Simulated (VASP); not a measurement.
Here is a VASP 6.6.1 calculation.

INCAR

```
SYSTEM = NbHO2
  PREC = Accurate
  ENCUT = 520
  EDIFF = 1E-6
  ISMEAR = 0
  SIGMA = 0.1
  LREAL = .FALSE.
  LASPH = .TRUE.
  NELM = 100
  ALGO = Normal
  ISIF = 2
  LWAVE = .FALSE.
  LCHARG = .FALSE.
  LDIPOL = .TRUE.
  IDIPOL = 3
  DIPOL = 0.5 0.5 0.500
  GGA = PE
  NBANDS = 21
```

Contents of KPOINTS:

```
regular mesh
0
G
  6 6 1
  0 0 0
```

The input POSCAR:

```
NbHO2
1.0
    3.2920915300      0.0000000000      0.0000000000
   -1.6460463200      2.8510351600      0.0000000000
    0.0000000000      0.0000000000     18.0000000000
Nb H O
1 1 2
Direct
    0.3333333300      0.6666666700      0.4690850200
    0.0000000000      0.0000000000      0.5918102800
    0.6666666700      0.3333333300      0.4081897200
    0.0000000000      0.0000000000      0.5314323500
```

Potentials or basis: VASP PAW PBE potentials, release 64 (Nb_sv, H, O).

Run with:

```console
$ cat potpaw_PBE.64/Nb_sv/POTCAR potpaw_PBE.64/H/POTCAR potpaw_PBE.64/O/POTCAR > POTCAR
$ mpirun -np 1 vasp_std > vasp.out
```

**Question.** Predict the band gap on the k mesh.

**Answer.** None (metal or under the smearing width).

**Question.** Predict the largest force.

**Answer.** 4.051 eV/Å.

Forces in eV/Å, atoms in the order of the input:
```
Nb   0.000  0.000 -3.583
H    0.000  0.000 -2.504
O    0.000  0.000  2.036
O    0.000  0.000  4.051
```

Caveat: the k mesh is coarse (spacing up to 0.37 Å⁻¹), so the values aren't converged.
